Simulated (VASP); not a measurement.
Given:

```
CELL_PARAMETERS angstrom
     -3.76817     3.76817     3.76817
      3.76817    -3.76817     3.76817
      3.76817     3.76817    -3.76817
ATOMIC_POSITIONS crystal
  Al 0.81501 0.30943 0.12443
  Al 0.18499 0.69057 0.87557
  Al 0.81501 0.69057 0.50558
  Al 0.18499 0.30943 0.49442
  Al 0.12443 0.81501 0.30943
  Al 0.50558 0.81501 0.69057
  Al 0.49442 0.18499 0.30943
  Al 0.87557 0.18499 0.69057
  Al 0.30943 0.12443 0.81501
  Al 0.30943 0.49442 0.18499
  Al 0.69057 0.87557 0.18499
  Al 0.69057 0.50558 0.81501
  W  0.00000 0.00000 0.00000
```

These are PBEsol GGA, VASP's PBE PAW potentials (set 64) (plane waves; VASP 6.6.1) values and carry that method's errors. Settings: LREAL = Auto, 400 eV cut-off, Gaussian smearing of 0.050 eV, potentials Al W_sv.

Unless said otherwise, spin-orbit coupling is left out, though it shifts the bands of the heavy elements here.

Estimate the band gap (along the path) with the smallest direct gap where there is one.

```json
{
  "band gap (along the path)": "none (metal, semimetal or under 0.01 eV)"
}
```

The compound is Al12W in the sg204 structure. It was relaxed first.
